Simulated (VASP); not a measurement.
# Band edges against the vacuum: GaAs(110), part 2 of 3

Where do the bulk band edges lie against the vacuum outside GaAs(110)?

VASP 6.6.1; r2SCAN; plane waves and PAW (Ga, As).

So far, gap on the k-mesh (eV): step 3 (band edges of the bulk) 0.985.

## Step 4: Surface relaxation

System of this step: GaAs(110). The cell holds 18 atoms: 9 Ga and 9 As. Cell: a = 4.010 Å, b = 5.670 Å, c = 32.038 Å, α = 90.0°, β = 90.0°, γ = 90.0°. It derives from GaAs. 9 layers, cut at this functional's lattice. Vacuum lies along c.

All atoms relax at the fixed cell.

INCAR reads:

```
SYSTEM = GaAs
PREC = Normal
ENCUT = 320
EDIFF = 1E-05
NELM = 120
ISMEAR = 0
SIGMA = 0.03
LREAL = Auto
ALGO = Normal
METAGGA = R2SCAN
LASPH = .TRUE.
NBANDS = 54
LORBIT = 11
LWAVE = .FALSE.
LCHARG = .FALSE.
KPAR = 2
NCORE = 2
IBRION = 2
NSW = 60
ISIF = 2
EDIFFG = -0.03
POTIM = 0.4
MAXMIX = 40
IDIPOL = 3
LDIPOL = .TRUE.
DIPOL = 0.5 0.5 0.5
```

POSCAR reads:

```
GaAs
1.0
    4.0095893759      0.0000000000      0.0000000000
    0.0000000000      5.6704156750      0.0000000000
    0.0000000000      0.0000000000     32.0383575038
Ga As
9 9
Direct
    0.0000000000      0.0000000000      0.2497006900
    0.5000000000      0.5000000000      0.3122755200
    0.0000000000      0.0000000000      0.3748503500
    0.5000000000      0.5000000000      0.4374251700
    0.0000000000      0.0000000000      0.5000000000
    0.5000000000      0.5000000000      0.5625748300
    0.0000000000      0.0000000000      0.6251496500
    0.5000000000      0.5000000000      0.6877244800
    0.0000000000      0.0000000000      0.7502993100
    0.0000000000      0.7500000000      0.3122755200
    0.5000000000      0.2500000000      0.2497006900
    0.0000000000      0.7500000000      0.4374251700
    0.5000000000      0.2500000000      0.3748503500
    0.0000000000      0.7500000000      0.5625748300
    0.5000000000      0.2500000000      0.5000000000
    0.0000000000      0.7500000000      0.6877244800
    0.5000000000      0.2500000000      0.6251496500
    0.5000000000      0.2500000000      0.7502993100
```

KPOINTS reads:

```
Automatic mesh
0
Gamma
6 4 1
0 0 0
```

Potentials, in the order of the species: Ga and As (PBE family, release 64).

Started as:

```console
$ mpirun -np 4 vasp_std
```

The program printed:

```text
[banner, memory and clock lines left out]
running    4 mpi-ranks, on    1 nodes
 distrk:  each k-point on    2 cores,    2 groups
 distr:  one band on    2 cores,    1 groups

 POSCAR found type information on POSCAR GaAs
 POSCAR found :  2 types and      18 ions
 [... a notice as in an earlier step ...]

 LDA part: xc-table for (None), standard interpolation
 POSCAR, INCAR and KPOINTS ok, starting setup
 FFT: planning ... GRIDC
 FFT: planning ... GRID_SOFT
 FFT: planning ... GRID
 WAVECAR not read
 entering main loop
       N       E                     dE             d eps       ncg     rms          rms(c)
DAV:   1     0.135342754108E+03    0.13534E+03   -0.19093E+04  1304   0.704E+02
DAV:   2    -0.213395581337E+03   -0.34874E+03   -0.33595E+03  1728   0.153E+02
DAV:   3    -0.248470843262E+03   -0.35075E+02   -0.34635E+02  1560   0.511E+01
DAV:   4    -0.249701648315E+03   -0.12308E+01   -0.12270E+01  1704   0.107E+01
DAV:   5    -0.249739733174E+03   -0.38085E-01   -0.38069E-01  1660   0.180E+00    0.119E+01
DAV:   6    -0.240052251226E+03    0.96875E+01   -0.35490E+00  1498   0.589E+00    0.757E+00
DAV:   7    -0.239981869274E+03    0.70382E-01   -0.27799E+00  1586   0.417E+00    0.154E+00
DAV:   8    -0.239942528691E+03    0.39341E-01   -0.37640E-01  1478   0.178E+00    0.743E-01
DAV:   9    -0.239949871763E+03   -0.73431E-02   -0.37741E-02  1552   0.589E-01    0.180E-01
DAV:  10    -0.239951414541E+03   -0.15428E-02   -0.19514E-03  1580   0.168E-01    0.119E-01
DAV:  11    -0.239955578430E+03   -0.41639E-02   -0.49138E-03  1470   0.200E-01    0.544E-02
DAV:  12    -0.239956417182E+03   -0.83875E-03   -0.31052E-04  1604   0.586E-02    0.288E-02
DAV:  13    -0.239957722012E+03   -0.13048E-02   -0.48351E-04  1546   0.648E-02    0.216E-02
DAV:  14    -0.239958413838E+03   -0.69183E-03   -0.16316E-04  1586   0.363E-02    0.117E-02
DAV:  15    -0.239958870901E+03   -0.45706E-03   -0.10889E-04  1536   0.282E-02    0.575E-03
DAV:  16    -0.239959055148E+03   -0.18425E-03   -0.38445E-05  1334   0.178E-02    0.388E-03
DAV:  17    -0.239959121072E+03   -0.65924E-04   -0.11602E-05  1148   0.138E-02    0.266E-03
DAV:  18    -0.239959192138E+03   -0.71066E-04   -0.20921E-05  1226   0.139E-02    0.147E-03
DAV:  19    -0.239959226201E+03   -0.34062E-04   -0.30608E-06  1070   0.777E-03    0.100E-03
DAV:  20    -0.239959259093E+03   -0.32893E-04   -0.33302E-06  1132   0.727E-03    0.580E-04
DAV:  21    -0.239959271257E+03   -0.12164E-04   -0.14275E-06  1084   0.498E-03    0.387E-04
DAV:  22    -0.239959276056E+03   -0.47983E-05   -0.51104E-07   974   0.353E-03
   1 F= -.23995928E+03 E0= -.23995928E+03  d E =-.239959E+03
 curvature:   0.00 expect dE= 0.000E+00 dE for cont linesearch  0.000E+00
 trial: gam= 0.00000 g(F)=  0.538E+00 g(S)=  0.000E+00 ort = 0.000E+00 (trialstep = 0.100E+01)
 search vector abs. value=  0.538E+00
 bond charge predicted
       N       E                     dE             d eps       ncg     rms          rms(c)
DAV:   1    -0.240377920906E+03   -0.41865E+00   -0.54224E+00  1408   0.664E+00    0.755E-01
DAV:   2    -0.240415381902E+03   -0.37461E-01   -0.34225E-01  1578   0.154E+00    0.371E-01
DAV:   3    -0.240417093243E+03   -0.17113E-02   -0.88124E-03  1564   0.343E-01    0.218E-01
DAV:   4    -0.240417873732E+03   -0.78049E-03   -0.40234E-03  1456   0.201E-01    0.623E-02
DAV:   5    -0.240418455253E+03   -0.58152E-03   -0.92068E-04  1394   0.957E-02    0.406E-02
DAV:   6    -0.240418542775E+03   -0.87522E-04   -0.10687E-04  1462   0.402E-02    0.147E-02
DAV:   7    -0.240418564543E+03   -0.21768E-04   -0.30591E-05  1502   0.206E-02    0.493E-03
DAV:   8    -0.240418597786E+03   -0.33243E-04   -0.75972E-06  1050   0.119E-02    0.244E-03
DAV:   9    -0.240418613974E+03   -0.16188E-04   -0.42951E-06  1028   0.795E-03    0.122E-03
DAV:  10    -0.240418614984E+03   -0.10106E-05   -0.71222E-07  1012   0.376E-03
   2 F= -.24041861E+03 E0= -.24041861E+03  d E =-.459339E+00
[... from here on, the cycles between the ionic steps are left out ...]
   3 F= -.24089197E+03 E0= -.24089197E+03  d E =-.932691E+00
   4 F= -.24120275E+03 E0= -.24120275E+03  d E =-.310779E+00
   5 F= -.24138642E+03 E0= -.24138642E+03  d E =-.494449E+00
   6 F= -.24138759E+03 E0= -.24138759E+03  d E =-.495627E+00
   7 F= -.24144259E+03 E0= -.24144259E+03  d E =-.549992E-01
   8 F= -.24144261E+03 E0= -.24144261E+03  d E =-.550160E-01
   9 F= -.24145955E+03 E0= -.24145955E+03  d E =-.169447E-01
  10 F= -.24146632E+03 E0= -.24146632E+03  d E =-.237066E-01
  11 F= -.24146669E+03 E0= -.24146669E+03  d E =-.240834E-01
  12 F= -.24147769E+03 E0= -.24147769E+03  d E =-.109959E-01
  13 F= -.24147825E+03 E0= -.24147825E+03  d E =-.115574E-01
  14 F= -.24148143E+03 E0= -.24148143E+03  d E =-.317585E-02
  15 F= -.24148144E+03 E0= -.24148144E+03  d E =-.319324E-02
  16 F= -.24148371E+03 E0= -.24148371E+03  d E =-.226192E-02
  17 F= -.24148442E+03 E0= -.24148442E+03  d E =-.297711E-02
  18 F= -.24148606E+03 E0= -.24148606E+03  d E =-.164108E-02
  19 F= -.24148710E+03 E0= -.24148710E+03  d E =-.267946E-02
  20 F= -.24148715E+03 E0= -.24148715E+03  d E =-.273322E-02
  21 F= -.24148817E+03 E0= -.24148817E+03  d E =-.101548E-02
  22 F= -.24148830E+03 E0= -.24148830E+03  d E =-.115032E-02
  23 F= -.24148835E+03 E0= -.24148835E+03  d E =-.119841E-02
 curvature:  -3.73 expect dE=-0.121E-02 dE for cont linesearch -0.322E-05
 trial: gam= 0.28379 g(F)=  0.325E-03 g(S)=  0.000E+00 ort = 0.478E-04 (trialstep = 0.209E+01)
 search vector abs. value=  0.565E-03
 bond charge predicted
       N       E                     dE             d eps       ncg     rms          rms(c)
DAV:   1    -0.241488612153E+03   -0.25957E-03   -0.26360E-02  1308   0.497E-01    0.446E-02
DAV:   2    -0.241488761316E+03   -0.14916E-03   -0.16506E-03  1562   0.113E-01    0.435E-02
DAV:   3    -0.241488837866E+03   -0.76550E-04   -0.12018E-04  1338   0.423E-02    0.968E-03
DAV:   4    -0.241488834801E+03    0.30648E-05   -0.25529E-05  1390   0.156E-02
  24 F= -.24148883E+03 E0= -.24148883E+03  d E =-.481845E-03
 trial-energy change:   -0.000482  1 .order   -0.000482   -0.000709   -0.000254
 step:   3.2642(harm=  3.2642)  dis= 0.00572  next Energy=  -241.488906 (dE=-0.553E-03)
 reached required accuracy - stopping structural energy minimisation
```

The job ended after 25 min (4 MPI ranks of Intel Xeon Platinum 8259CL at 2.50GHz (Skylake/Cascade Lake), shared host; peak memory 1 GiB; 1.7 h of CPU time).

Parts of OUTCAR (step 4):

```text
  LATTYP: Found a simple orthorhombic cell.
 ALAT       =     4.0095893759
 B/A-ratio  =     1.4142135624
 C/A-ratio  =     7.9904335582

 Subroutine GETGRP returns: Found  4 space group operations
 (whereof  4 operations were pure point group operations)

The static configuration has the point symmetry C_2v.

 Found     12 irreducible k-points:

   k-points           NKPTS =     12   k-points in BZ     NKDIM =     12   number of bands    NBANDS=     54

   dimension x,y,z NGX =    18 NGY =   28 NGZ =  140
   dimension x,y,z NGXF=    36 NGYF=   56 NGZF=  280

   ENCUT  =  320.0 eV  23.52 Ry    4.85 a.u.   5.85  8.27 46.73*2*pi/ulx,y,z

   NELECT =      72.0000    total number of electrons

 dipolmoment           0.000000      0.000000     -0.000000 electrons x Angstroem

 E-fermi :  -0.7741

 k-point     1 :       0.0000    0.0000    0.0000
  band No.  band energies     occupation
    ...
     32      -1.2565      2.00000
     33      -1.2324      2.00000
     34      -1.1251      2.00000
     35      -1.0192      2.00000
     36      -0.9130      2.00000
     37       0.3715      0.00000
     38       0.9613      0.00000
     39       1.0282      0.00000
     40       1.1325      0.00000
     41       1.1959      0.00000
    ...

 k-point     2 :       0.1667    0.0000    0.0000
  band No.  band energies     occupation
    ...
     32      -2.1766      2.00000
     33      -1.8992      2.00000
     34      -1.8182      2.00000
     35      -1.5488      2.00000
     36      -1.3079      2.00000
     37       1.1569      0.00000
     38       1.4693      0.00000
     39       1.5302      0.00000
     40       1.9805      0.00000
     41       2.1504      0.00000
    ...

  Total       -2.3822220     -1.2159979     -0.4664403      0.0000000      0.0000000      0.0000000
  in kB       -5.2397162     -2.6745972     -1.0259391      0.0000000      0.0000000      0.0000000
  external PRESSURE =      -2.9800842 kB  Pullay stress =       0.0000000 kB

  energy-cutoff  :      320.00
  volume of cell :      728.43
      direct lattice vectors                 reciprocal lattice vectors
     4.009589376  0.000000000  0.000000000     0.249402097  0.000000000  0.000000000
     0.000000000  5.670415675  0.000000000     0.000000000  0.176353914  0.000000000
     0.000000000  0.000000000 32.038357504     0.000000000  0.000000000  0.031212586

 POSITION                                       TOTAL-FORCE (eV/Angst)
 -----------------------------------------------------------------------------------
      0.00000      0.34017      8.43895         0.000000     -0.009429      0.002832
      2.00479      2.74758      9.90178        -0.000000      0.009021      0.023631
      0.00000      5.61554     12.03012         0.000000     -0.000945     -0.003891
      2.00479      2.77327     14.00315         0.000000      0.004643     -0.021225
      0.00000      5.61651     16.01918         0.000000      0.002774      0.000000
      2.00479      2.77327     18.03520        -0.000000      0.004643      0.021225
      4.00959      5.61554     20.00824         0.000000     -0.000945      0.003891
      2.00479      2.74758     22.13658         0.000000      0.009021     -0.023631
      0.00000      0.34017     23.59940         0.000000     -0.009429     -0.002832
      4.00959      4.17306     10.01597        -0.000000      0.006315     -0.007151
      2.00479      1.52015      7.75194        -0.000000     -0.002539      0.017374
      0.00000      4.19169     14.02373         0.000000      0.002722     -0.011763
      2.00479      1.37412     11.97730         0.000000     -0.007354      0.009114
      4.00959      4.19169     18.01462         0.000000      0.002722      0.011763
      2.00479      1.36367     16.01918         0.000000     -0.007643      0.000000
      4.00959      4.17306     22.02239         0.000000      0.006315      0.007151
      2.00479      1.37412     20.06106         0.000000     -0.007354     -0.009114
      2.00479      1.52015     24.28642        -0.000000     -0.002539     -0.017374
 -----------------------------------------------------------------------------------
    total drift:                               -0.000000     -0.029666     -0.000004

  FREE ENERGIE OF THE ION-ELECTRON SYSTEM (eV)
  ---------------------------------------------------
  free  energy   TOTEN  =      -241.4888348009 eV

  energy  without entropy=     -241.4888348009  energy(sigma->0) =     -241.48883480

 vacuum level on the upper side and lower side of the slab         4.252         4.252

 total charge
# of ion       s       p       d       tot
------------------------------------------
    1        1.147   1.041   0.114   2.302
    2        1.075   1.177   0.144   2.395
    3        1.078   1.196   0.143   2.417
    4        1.078   1.200   0.145   2.422
    5        1.078   1.210   0.147   2.434
    6        1.078   1.200   0.145   2.422
    7        1.078   1.196   0.143   2.417
    8        1.075   1.177   0.144   2.395
    9        1.147   1.041   0.114   2.302
   10        1.210   1.628   0.029   2.866
   11        1.255   1.526   0.026   2.806
   12        1.206   1.634   0.029   2.869
   13        1.208   1.623   0.028   2.859
   14        1.206   1.634   0.029   2.869
   15        1.206   1.632   0.029   2.867
   16        1.210   1.628   0.029   2.866
   17        1.208   1.623   0.028   2.859
   18        1.255   1.526   0.026   2.806
--------------------------------------------------
tot         20.797  24.889   1.491  47.177

[... 1 part as in an earlier step ...]

[... 7 further parts left out ...]
```

CONTCAR:

```
GaAs
   1.00000000000000
     4.0095893759000001    0.0000000000000000    0.0000000000000000
     0.0000000000000000    5.6704156750000001    0.0000000000000000
     0.0000000000000000    0.0000000000000000   32.0383575038000004
  Ga              As
     9     9
Direct
     0.0000000000000000    0.0599909666515702    0.2634015996803890
     0.5000000000000000    0.4845472987926199    0.3090600571166648
     0.0000000000000000    0.9903218759559543    0.3754910264619662
     0.5000000000000000    0.4890770436464587    0.4370746314309628
     0.0000000000000000    0.9904928708332668    0.5000000000000000
     0.5000000000000000    0.4890770436464587    0.5629253685690374
     1.0000000000000000    0.9903218759559543    0.6245089735380337
     0.5000000000000000    0.4845472987926199    0.6909399428833358
     0.0000000000000000    0.0599909666515702    0.7365984003196110
     1.0000000000000000    0.7359355808348164    0.3126241982120354
     0.5000000000000000    0.2680837076884305    0.2419579923330035
     0.0000000000000000    0.7392212879486590    0.4377170018402592
     0.5000000000000000    0.2423314359634538    0.3738424717435901
     1.0000000000000000    0.7392212879486590    0.5622829981597409
     0.5000000000000000    0.2404887342028066    0.5000000000000000
     1.0000000000000000    0.7359355808348164    0.6873758017879648
     0.5000000000000000    0.2423314359634538    0.6261575282564099
     0.5000000000000000    0.2680837076884305    0.7580420076669965
```

The run keeps the 4 symmetry operations of its start, so it cannot find a distortion of lower symmetry.

Step by step (22 of 24):

```csv
step,energy less that of the first step (eV),largest force (eV/Å)
1,0.0000,1.9027
2,-0.4593,1.5316
3,-0.9327,1.0193
4,-1.2435,0.7381
5,-1.4271,0.5124
6,-1.4283,0.5439
8,-1.4833,0.2470
9,-1.5003,0.1622
10,-1.5070,0.1446
11,-1.5074,0.1529
12,-1.5184,0.1014
13,-1.5190,0.1111
14,-1.5222,0.0692
15,-1.5222,0.0640
16,-1.5244,0.0799
17,-1.5251,0.0872
19,-1.5278,0.0414
20,-1.5279,0.0474
21,-1.5289,0.0355
22,-1.5290,0.0401
23,-1.5291,0.0392
24,-1.5296,0.0253
```

The atoms that moved most (Å):

```csv
atom,dx,dy,dz,length
Ga9,0.000,0.340,-0.439,0.555
Ga1,0.000,0.340,0.439,0.555
As11,0.000,0.103,-0.248,0.268
As18,0.000,0.103,0.248,0.268
Ga8,0.000,-0.088,0.103,0.135
Ga2,0.000,-0.088,-0.103,0.135
As10,0.000,-0.080,0.011,0.081
As16,0.000,-0.080,-0.011,0.081
```

The relaxed structure:

```cif
data_structure
_symmetry_space_group_name_H-M 'P 1'
_symmetry_Int_Tables_number 1
_cell_length_a 4.0096
_cell_length_b 5.6704
_cell_length_c 32.0384
_cell_angle_alpha 90.000
_cell_angle_beta 90.000
_cell_angle_gamma 90.000
_cell_volume 728.43
loop_
_atom_site_label
_atom_site_type_symbol
_atom_site_fract_x
_atom_site_fract_y
_atom_site_fract_z
_atom_site_occupancy
Ga1 Ga 0.00000 0.05999 0.26340 1
Ga2 Ga 0.50000 0.48455 0.30906 1
Ga3 Ga 0.00000 0.99032 0.37549 1
Ga4 Ga 0.50000 0.48908 0.43707 1
Ga5 Ga 0.00000 0.99049 0.50000 1
Ga6 Ga 0.50000 0.48908 0.56293 1
Ga7 Ga 0.00000 0.99032 0.62451 1
Ga8 Ga 0.50000 0.48455 0.69094 1
Ga9 Ga 0.00000 0.05999 0.73660 1
As10 As 0.00000 0.73594 0.31262 1
As11 As 0.50000 0.26808 0.24196 1
As12 As 0.00000 0.73922 0.43772 1
As13 As 0.50000 0.24233 0.37384 1
As14 As 0.00000 0.73922 0.56228 1
As15 As 0.50000 0.24049 0.50000 1
As16 As 0.00000 0.73594 0.68738 1
As17 As 0.50000 0.24233 0.62616 1
As18 As 0.50000 0.26808 0.75804 1
```

Numbers from this step:

```
electronic cycles              : 164
electrons                      : 72
free energy (TOTEN)            : -241.4888 eV
Fermi energy                   : -0.7741 eV
dipole moment                  : 0, 0, 0 e·Å
gap on the k-mesh              : 1.177 eV
least direct gap on the k-mesh : 1.284 eV
```

The run ended after 24 ionic steps, 1.530 eV below its first step, once the forces on the free atoms met EDIFFG = -0.03.

[end of part 2 of 3]

[Lines on the potential files, build, host, timing and source positions are cut from VASP's logs without a mark.]

[Logs are printed without paths, hosts, clocks, repeated set-up lines and the standing remarks that a program may print on its own settings, such as how far it seeks lower states.]

[Hosts, paths, dates, database ids (printed as entryN), source tags and the programs' standing remarks are cut or masked in the printed files.]

[Runs that stopped without an error message from VASP are left out.]
